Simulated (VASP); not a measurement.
Data:

```
CaSe
1.0
    0.00000     2.96000     2.96000
    2.96000     0.00000     2.96000
    2.96000     2.96000     0.00000
Ca Se
1 1
Direct
  0.00000   0.00000   0.00000
  0.50000   0.50000   0.50000
```

Calculation: PBE GGA, VASP's PBE PAW potentials (set 64) (plane waves; VASP). Run with PREC = Normal, 400 eV cut-off, 7×7×7 Γ-centred mesh, Gaussian smearing of 0.050 eV, potentials Ca_sv Se.

Task: What does the run give for the energy per atom (σ→0), pressure?

Result: 
```
Property                       Result
---------------------  --------------
energy per atom (σ→0)  -4.741 eV/atom
pressure                     1.11 GPa
```

The absolute energy has meaning only against runs of the same code, potentials and settings.

The compound is CaSe in the rock salt structure. The cell was not relaxed at this level. The run is one of a series of settings (PREC = Normal against the base run), some of them coarse on purpose.
